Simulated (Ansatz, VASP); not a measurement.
**Ta4O: VASP beside Ansatz**

```
CELL_PARAMETERS angstrom
3.25750 0.00000 0.00000
0.00000 3.25750 0.00000
0.00000 0.00000 7.40934
ATOMIC_POSITIONS crystal
Ta 0.00000 0.00000 0.50000
Ta 0.50000 0.50000 0.78316
Ta 0.50000 0.50000 0.21684
Ta 0.00000 0.00000 0.00000
O 0.50000 0.50000 0.50000
```

Alike in both runs: task single point; functional PBE; k mesh 6 × 6 × 3; occupations gaussian, width 0.2 eV; no spin polarisation.

```csv
,VASP,Ansatz
version,VASP 6.6.1,Ansatz 0.2.0
potentials or method,"VASP PAW PBE potentials, release 64 (Ta_pv, O)","scalar-relativistic, plane waves, PAW"
plane-wave cutoff (eV),520,420
valence electrons in the cell,50,58
```

```csv
,VASP,Ansatz,Ansatz less VASP
gap on the k mesh at the Fermi level (eV),none,none,-
pressure (GPa),-0.4,-0.7,-0.24
largest component of the traceless stress (GPa),0.27,0.38,+0.116
rms of the force components (eV/Å),0.011,0.023,+0.0125
```

Atom by atom the forces differ by 0.013 eV/Å (rms over components). A gap of «none» marks a metal or a gap that the smearing closes. The two sets of potentials don't hold the same shells in valence.

The runs have no spin-orbit coupling, so splittings on Ta are missing.
